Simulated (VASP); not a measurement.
An input for Quantum ESPRESSO's pw.x (written as the equivalent of a VASP run, and not itself run):

```
&CONTROL
  calculation = 'scf'
  pseudo_dir = './pseudo'
  outdir = './out'
  tprnfor = .true.
  tstress = .true.
/
&SYSTEM
  ibrav = 0
  nat = 6
  ntyp = 2
  ecutwfc = 84
  occupations = 'tetrahedra'
  input_dft = 'vdw-df-ob86'
/
&ELECTRONS
  conv_thr = 7.3e-09
  electron_maxstep = 100
/
ATOMIC_SPECIES
  Ir 192.217 Ir.upf
  O 15.999 O.upf
CELL_PARAMETERS angstrom
     4.5113114    0.0000000    0.0000000
     0.0000000    4.5113114    0.0000000
     0.0000000    0.0000000    3.1877246
ATOMIC_POSITIONS crystal
  Ir   0.0000000  0.0000000  0.0000000
  Ir   0.5000000  0.5000000  0.5000000
  O    0.3087028  0.3087028  0.0000000
  O    0.8087028  0.1912972  0.5000000
  O    0.1912972  0.8087028  0.5000000
  O    0.6912972  0.6912972  0.0000000
K_POINTS automatic
  8 8 11 0 0 0
```

**Question.** Write the VASP files for the same calculation (optB86b-vdW).

**Answer.** Several could match; the one computed here: 
POSCAR:
```
IrO2
4.5113110
  1.0000000897   0.0000000000   0.0000000000
  0.0000000000   1.0000000897   0.0000000000
  0.0000000000   0.0000000000   0.7066071410
Ir O
2 4
direct
  0.0000000000   0.0000000000   0.0000000000
  0.5000000000   0.5000000000   0.5000000000
  0.3087027517   0.3087027517   0.0000000000
  0.8087027517   0.1912972483   0.5000000000
  0.1912972483   0.8087027517   0.5000000000
  0.6912972483   0.6912972483   0.0000000000
```

### INCAR
```
! general
SYSTEM    =  IrO2
PREC      =  Accurate
ENCUT     =  520
LREAL     =  .FALSE.
LASPH     =  .TRUE.   ! aspherical one-centre terms

! electronic loop
EDIFF     =  1E-7
NELM      =  100
ALGO      =  Normal
LMAXMIX   =  6   ! l cut-off of mixed one-centre charges

! smearing
ISMEAR    =  -5

! functional
GGA       =  MK
LUSE_VDW  =  .TRUE.
AGGAC     =  0.0
PARAM1    =  0.1234
PARAM2    =  1.0

! ions
ISIF      =  2

! output
LWAVE     =  .FALSE.
LCHARG    =  .TRUE.
LORBIT    =  11
NEDOS     =  601   ! DOS grid

! other
LEFG      =  .TRUE.
```

File KPOINTS:
```
Automatic mesh
0
Gamma
8 8 11
0 0 0
```

POTCAR, in this order: Ir O (PBE.64 set). Program: vasp_std.

Limits of the translation: the potentials are each code's own (VASP's PAW set, PseudoDojo norm-conserving files in pw.x), so ENCUT and ecutwfc are chosen apart and not converted; conv_thr bounds pw.x's estimated SCF error, while EDIFF bounds the energy change between steps; the field gradients of LEFG aren't asked of the other code.

The compound is IrO2 in the rutile structure. It was relaxed first.
